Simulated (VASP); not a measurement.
All values below come from revTPSS meta-GGA, VASP's PBE PAW potentials (set 64) (plane waves; VASP).

VASP input:

### POSCAR
```
MoS2
1
    1.5773038591    -2.7319701485     0.0000000000
    1.5773038591     2.7319701485     0.0000000000
    0.0000000000     0.0000000000    13.0298397205
Mo S
2 4
Direct
  0.3333330000   0.6666670000   0.2500000000
  0.6666670000   0.3333330000   0.7500000000
  0.3333330000   0.6666670000   0.8706640881
  0.6666670000   0.3333330000   0.3706640881
  0.6666670000   0.3333330000   0.1293359119
  0.3333330000   0.6666670000   0.6293359119
```

### KPOINTS
```
Automatic mesh
0
Gamma
9 9 2
0 0 0
```

KPOINTS_OPT:
```
k-points along high-symmetry lines
6
Line-mode
Reciprocal
  0.000000   0.000000   0.000000 ! GAMMA
  0.000000   0.500000   0.000000 ! M

  0.000000   0.500000   0.000000 ! M
 -0.333333   0.666667   0.000000 ! K

 -0.333333   0.666667   0.000000 ! K
  0.000000   0.000000   0.000000 ! GAMMA

  0.000000   0.000000   0.000000 ! GAMMA
  0.000000   0.000000   0.500000 ! A

  0.000000   0.000000   0.500000 ! A
  0.000000   0.500000   0.500000 ! L

  0.000000   0.500000   0.500000 ! L
 -0.333333   0.666667   0.500000 ! H

 -0.333333   0.666667   0.500000 ! H
  0.000000   0.000000   0.500000 ! A

  0.000000   0.500000   0.500000 ! L
  0.000000   0.500000   0.000000 ! M

 -0.333333   0.666667   0.500000 ! H
 -0.333333   0.666667   0.000000 ! K
```

**INCAR**
```
SYSTEM = MoS2
PREC = Accurate
ENCUT = 520
EDIFF = 1E-7
NELM = 100
ALGO = Normal
LREAL = .FALSE.
LASPH = .TRUE.
ISMEAR = -5
METAGGA = RTPSS
LMIXTAU = .TRUE.
LMAXMIX = 4
LWAVE = .FALSE.
LCHARG = .FALSE.
LORBIT = 11
NEDOS = 601
ISIF = 2
LEFG = .TRUE.
```

POTCAR, in this order: Mo_sv S (PBE.64 set). Program: vasp_std.

What VASP printed:

### OSZICAR
```
...
DAV:  15    -0.278951838846E+01    0.52219E+02   -0.24740E+04  1488   0.144E+05    0.403E+02
DAV:  16    -0.313882683217E+02   -0.28599E+02   -0.23347E+02  2356   0.518E+03    0.250E+02
DAV:  17    -0.110366857349E+02    0.20352E+02   -0.22405E+04  1664   0.120E+05    0.173E+02
DAV:  18    -0.319986732533E+02   -0.20962E+02   -0.95398E+01  1869   0.432E+01    0.914E+01
DAV:  19    -0.633465696797E+01    0.25664E+02   -0.16986E+04  1488   0.113E+05    0.723E+01
DAV:  20    -0.209844321599E+02   -0.14650E+02   -0.14619E+02  2127   0.486E+03    0.666E+01
DAV:  21    -0.221651721245E+02   -0.11807E+01   -0.13185E+01  2548   0.102E+03    0.687E+01
DAV:  22    -0.229755753962E+02   -0.81040E+00   -0.72001E+00  2874   0.165E+02    0.699E+01
DAV:  23    -0.229383795824E+02    0.37196E-01   -0.24407E+00  2922   0.569E+01    0.707E+01
DAV:  24    -0.221638831385E+02    0.77450E+00   -0.12533E+00  2748   0.621E+01    0.598E+01
DAV:  25    -0.228547828292E+02   -0.69090E+00   -0.95059E-01  2916   0.450E+01    0.665E+01
DAV:  26    -0.225702400285E+02    0.28454E+00   -0.13807E+00  2858   0.372E+01    0.601E+01
DAV:  27    -0.210511662406E+02    0.15191E+01   -0.26838E+00  2792   0.520E+01    0.565E+01
DAV:  28    -0.226485237094E+02   -0.15974E+01   -0.16790E+00  2824   0.831E+01    0.575E+01
DAV:  29    -0.247197825185E+02   -0.20713E+01   -0.12017E+00  2804   0.452E+01    0.503E+01
DAV:  30    -0.268781277324E+02   -0.21583E+01   -0.38971E+00  2736   0.533E+01    0.161E+01
DAV:  31    -0.264098887148E+02    0.46824E+00   -0.76540E-01  2382   0.912E+01    0.101E+01
DAV:  32    -0.127245069279E+04   -0.12460E+04   -0.12379E+04  2395   0.425E+01    0.768E+01
DAV:  33    -0.303028960269E+02    0.12421E+04   -0.76668E+02  2212   0.164E+02    0.213E+01
DAV:  34    -0.302820506736E+03   -0.27252E+03   -0.28565E+03  2284   0.140E+01    0.142E+01
DAV:  35    -0.171830985852E+02    0.28564E+03   -0.37469E+04  1488   0.223E+05    0.136E+01
DAV:  36    -0.446716767954E+03   -0.42953E+03   -0.42839E+03  2263   0.375E+03    0.700E+01
DAV:  37     0.206308110857E+01    0.44878E+03   -0.25240E+05  1496   0.266E+05    0.171E+01
DAV:  38    -0.773370495664E+03   -0.77543E+03   -0.77287E+03  2317   0.320E+03    0.302E+01
DAV:  39    -0.155263009515E+02    0.75784E+03   -0.76892E+02  2054   0.344E+01    0.199E+01
DAV:  40    -0.100032147814E+02    0.55231E+01   -0.31983E+04  1488   0.213E+05    0.154E+01
DAV:  41    -0.857780248714E+03   -0.84778E+03   -0.15989E+04  1672   0.772E+04    0.281E+01
DAV:  42     0.196150079787E+02    0.87740E+03   -0.26064E+04  1502   0.852E+04    0.109E+01
DAV:  43     0.176851847535E+02   -0.19298E+01   -0.26213E+01  1721   0.221E+03    0.106E+01
DAV:  44     0.156469255398E+02   -0.20383E+01   -0.21034E+01  2801   0.365E+02    0.107E+01
DAV:  45    -0.281672346278E+04   -0.28324E+04   -0.26628E+04  2614   0.823E+01    0.187E+02
DAV:  46     0.560288883261E+01    0.28223E+04   -0.32544E+03  1909   0.184E+02    0.112E+01
DAV:  47    -0.184813238716E+02   -0.24084E+02   -0.22098E+02  1910   0.314E+01    0.141E+01
DAV:  48    -0.239211984642E+02   -0.54399E+01   -0.46937E+01  1849   0.167E+01    0.101E+01
DAV:  49    -0.240962300333E+02   -0.17503E+00   -0.27548E+00  1831   0.443E+00    0.859E+00
DAV:  50    -0.240895205381E+02    0.67095E-02   -0.96404E-02  1846   0.118E+00    0.819E+00
DAV:  51    -0.243127399115E+02   -0.22322E+00   -0.31705E+03  1488   0.700E+04    0.820E+00
DAV:  52    -0.298724542991E+03   -0.27441E+03   -0.27418E+03  2443   0.313E+00    0.136E+01
DAV:  53    -0.819592328520E+02    0.21677E+03   -0.92676E+02  2343   0.389E+01    0.780E+00
DAV:  54    -0.274651565420E+03   -0.19269E+03   -0.25247E+03  2251   0.143E+01    0.289E+01
DAV:  55    -0.648713558539E+03   -0.37406E+03   -0.65432E+03  2209   0.246E+01    0.599E+01
DAV:  56    -0.227490216101E+02    0.62596E+03   -0.40214E+02  1793   0.224E+01    0.115E+01
DAV:  57    -0.231706231056E+02   -0.42160E+00   -0.46708E+03  1488   0.928E+04    0.779E+00
DAV:  58    -0.560440646368E+03   -0.53727E+03   -0.53727E+03  2037   0.346E+00    0.580E+00
DAV:  59    -0.677144968229E+02    0.49273E+03   -0.50665E+02  2251   0.804E+01    0.681E+00
DAV:  60    -0.223446584336E+03   -0.15573E+03   -0.20526E+03  2130   0.797E+00    0.110E+02
DAV:  61    -0.161386631059E+02    0.20731E+03   -0.43880E+04  1496   0.151E+05    0.119E+01
DAV:  62    -0.242937967479E+04   -0.24132E+04   -0.24165E+04  2501   0.764E+02    0.463E+01
DAV:  63    -0.190654420951E+02    0.24103E+04   -0.78042E+02  1946   0.350E+01    0.148E+01
DAV:  64    -0.240938273395E+02   -0.50284E+01   -0.55632E+01  1705   0.145E+01    0.824E+00
DAV:  65    -0.241517641763E+02   -0.57937E-01   -0.19927E+00  1886   0.348E+00    0.847E+00
DAV:  66    -0.238929394842E+02    0.25882E+00   -0.19116E+00  1851   0.557E+00    0.127E+01
DAV:  67    -0.196989103796E+02    0.41940E+01   -0.28511E+04  1488   0.200E+05    0.115E+01
DAV:  68    -0.235592885422E+02   -0.38604E+01   -0.37600E+01  1893   0.185E+03    0.118E+01
DAV:  69    -0.236253100906E+02   -0.66022E-01   -0.64830E-01  2444   0.274E+02    0.117E+01
DAV:  70    -0.236492283581E+02   -0.23918E-01   -0.11284E-01  2724   0.196E+01    0.117E+01
DAV:  71    -0.239804655198E+02   -0.33124E+00   -0.35388E+00  1544   0.188E+01    0.114E+01
DAV:  72    -0.239757645866E+02    0.47009E-02   -0.46411E-02  2033   0.111E+00    0.113E+01
DAV:  73    -0.196844454132E+02    0.42913E+01   -0.29516E+04  1488   0.208E+05    0.103E+01
DAV:  74    -0.235553501838E+02   -0.38709E+01   -0.37322E+01  1891   0.176E+03    0.108E+01
DAV:  75    -0.236016317589E+02   -0.46282E-01   -0.46914E-01  2489   0.216E+02    0.107E+01
DAV:  76    -0.239526656894E+02   -0.35103E+00   -0.34080E+00  1523   0.184E+01    0.112E+01
DAV:  77    -0.203458160815E+02    0.36068E+01   -0.26104E+04  1488   0.176E+05    0.113E+01
DAV:  78    -0.312566423313E+03   -0.29222E+03   -0.29186E+03  2046   0.172E+03    0.959E+00
DAV:  79    -0.224542958798E+02    0.29011E+03   -0.14748E+02  1528   0.220E+01    0.119E+01
DAV:  80    -0.237504724414E+02   -0.12962E+01   -0.12703E+01  1925   0.452E+00    0.116E+01
DAV:  81    -0.237107845063E+02    0.39688E-01   -0.23927E-01  1792   0.251E+00    0.138E+01
DAV:  82    -0.197214008221E+02    0.39894E+01   -0.25176E+04  1488   0.167E+05    0.136E+01
DAV:  83    -0.238496384890E+02   -0.41282E+01   -0.94468E+00  1502   0.178E+01    0.153E+01
DAV:  84    -0.237245560854E+02    0.12508E+00   -0.63006E-01  1509   0.737E+00    0.158E+01
DAV:  85    -0.238861725988E+02   -0.16162E+00   -0.25666E-01  1503   0.538E+00    0.166E+01
DAV:  86    -0.238905637078E+02   -0.43911E-02   -0.20681E-01  2018   0.293E+00    0.194E+01
DAV:  87    -0.238714925456E+02    0.19071E-01   -0.81310E-02  1516   0.297E+00    0.193E+01
DAV:  88    -0.239155135523E+02   -0.44021E-01   -0.24043E-02  1572   0.139E+00    0.197E+01
DAV:  89    -0.241367853787E+02   -0.22127E+00   -0.27750E+03  1496   0.604E+04    0.190E+01
DAV:  90    -0.238661574843E+02    0.27063E+00   -0.84677E+00  1504   0.650E+00    0.190E+01
DAV:  91    -0.239779572378E+02   -0.11180E+00   -0.81950E-01  1631   0.134E+00    0.192E+01
DAV:  92    -0.207798328784E+03   -0.18382E+03   -0.49109E+03  1496   0.667E+04    0.192E+01
DAV:  93    -0.238931718694E+02    0.18391E+03   -0.16524E+01  1504   0.619E+00    0.193E+01
DAV:  94    -0.239621201775E+02   -0.68948E-01   -0.62161E-01  1962   0.525E-01    0.185E+01
DAV:  95    -0.239585174416E+02    0.36027E-02   -0.28631E-03  1999   0.166E-01    0.184E+01
DAV:  96    -0.239590605353E+02   -0.54309E-03   -0.24097E-03  1544   0.415E-01    0.185E+01
DAV:  97    -0.238126182327E+02    0.14644E+00   -0.15309E+04  1488   0.168E+05    0.176E+01
DAV:  98    -0.239490946831E+02   -0.13648E+00   -0.10997E+00  1488   0.976E+00    0.174E+01
DAV:  99    -0.239470055464E+02    0.20891E-02   -0.38095E-03  1840   0.502E-01    0.173E+01
DAV: 100    -0.239498649432E+02   -0.28594E-02   -0.92822E-04  1551   0.287E-01
   1 F= -.23949865E+02 E0= -.23949865E+02  d E =0.000000E+00
       N       E                     dE             ncg
       N       E                     dE             ncg
       N       E                     dE             ncg
```

### OUTCAR
```
------------------------ aborting loop EDIFF was not reached (unconverged)  ----------------------------
  FORCE on cell =-STRESS in cart. coord.  units (eV):
  Direction    XX          YY          ZZ          XY          YZ          ZX
  --------------------------------------------------------------------------------------
  Total       -0.2874851     -0.2874851     -3.3582734      0.0000000     -0.0000000      0.0000000
  in kB       -4.1017162     -4.1017154    -47.9144220      0.0000000     -0.0000000      0.0000000
  external PRESSURE =     -18.7059512 kB  Pullay stress =       0.0000000 kB
  volume of cell :      112.29
      direct lattice vectors                 reciprocal lattice vectors
     1.577303859 -2.731970148  0.000000000     0.316996625 -0.183018105  0.000000000
     1.577303859  2.731970148  0.000000000     0.316996625  0.183018105  0.000000000
     0.000000000  0.000000000 13.029839721     0.000000000  0.000000000  0.076746915
 POSITION                                       TOTAL-FORCE (eV/Angst)
 -----------------------------------------------------------------------------------
      1.57730      0.91066      3.25746         0.000000      0.000000      0.000000
      1.57730     -0.91066      9.77238        -0.000000     -0.000000      0.000000
      1.57730      0.91066     11.34461         0.000000      0.000000      0.099890
      1.57730     -0.91066      4.82969         0.000000      0.000000      0.099890
      1.57730     -0.91066      1.68523        -0.000000      0.000000     -0.099890
      1.57730      0.91066      8.20015        -0.000000      0.000000     -0.099890
 -----------------------------------------------------------------------------------
    total drift:                               -0.000223      0.001633     -0.000024
  FREE ENERGIE OF THE ION-ELECTRON SYSTEM (eV)
  ---------------------------------------------------
  free  energy   TOTEN  =       -23.9498649432 eV

  energy  without entropy=      -23.9498649432  energy(sigma->0) =      -23.94986494

 total charge

# of ion       s       p       d       tot
------------------------------------------
    1        2.282   6.209   3.848  12.339
    2        2.282   6.209   3.848  12.339
    3        1.356   2.357   0.000   3.714
    4        1.356   2.357   0.000   3.714
    5        1.356   2.357   0.000   3.714
    6        1.356   2.357   0.000   3.714
--------------------------------------------------
tot          9.989  21.848   7.695  39.533

 Electric field gradients after diagonalization (V/A^2)
 (convention: |V_zz| > |V_xx| > |V_yy|)
----------------------------------------------------------------------
 ion       V_xx      V_yy      V_zz     asymmetry (V_yy - V_xx)/ V_zz
----------------------------------------------------------------------
   1      20.572    20.468   -41.040       0.003
   2      20.572    20.468   -41.040       0.003
   3       6.776     6.774   -13.550       0.000
   4       6.776     6.774   -13.550       0.000
   5       6.776     6.774   -13.550       0.000
   6       6.776     6.774   -13.550       0.000
```
(Selected blocks of OUTCAR.)

### stdout
```
...
     0.0000508     0.0000000    -0.0000000    11.4168227     0.0000000     0.0000827
     0.0000700     0.0000000    -0.0000000    11.4167912     0.0000000     0.0000827
     0.0000964     0.0000000    -0.0000000    11.4167392     0.0000000     0.0000827

ion   6
     0.0000000    -0.0000000     0.0000000     1.1792098     0.0000000     0.0000063
     0.0000369    -0.0000000     0.0000000     1.1792098     0.0000000     0.0000063
     0.0000508    -0.0000000     0.0000000     1.1792098     0.0000000     0.0000063
     0.0000700    -0.0000000     0.0000000     1.1792098     0.0000000     0.0000063
     0.0000964    -0.0000000     0.0000000     1.1792098     0.0000000     0.0000063

     0.0000000    -0.0000000     0.0000000    11.4168728     0.0000000     0.0000827
     0.0000369    -0.0000000     0.0000000    11.4168416     0.0000000     0.0000827
     0.0000508    -0.0000000     0.0000000    11.4168226     0.0000000     0.0000827
     0.0000700    -0.0000000     0.0000000    11.4167911     0.0000000     0.0000827
     0.0000964    -0.0000000     0.0000000    11.4167392     0.0000000     0.0000827

   1 F= -.23949865E+02 E0= -.23949865E+02  d E =0.000000E+00

 -----------------------------------------------------------------------------
|                                                                             |
|           W    W    AA    RRRRR   N    N  II  N    N   GGGG   !!!           |
|           W    W   A  A   R    R  NN   N  II  NN   N  G    G  !!!           |
|           W    W  A    A  R    R  N N  N  II  N N  N  G       !!!           |
|           W WW W  AAAAAA  RRRRR   N  N N  II  N  N N  G  GGG   !            |
|           WW  WW  A    A  R   R   N   NN  II  N   NN  G    G                |
|           W    W  A    A  R    R  N    N  II  N    N   GGGG   !!!           |
|                                                                             |
|     Changing the smearing to ISMEAR=1 (the default) for those parts of      |
|     this job that use k-points specified in line-mode.                      |
|                                                                             |
 -----------------------------------------------------------------------------

 Start KPOINTS_OPT (optional k-point list driver)
k-point batch [1-24\54]
       N       E                     dE             ncg
k-point batch [25-48\54]
       N       E                     dE             ncg
k-point batch [49-54\54]
       N       E                     dE             ncg
```

Convergence was not reached.

Without a dispersion term in the relaxation, distances and binding between the weakly bound layers, chains or molecules are unreliable, and so is what depends on them.

The compound is MoS2 in the 2H layered structure. It was relaxed first, which changed the volume by +6 %.
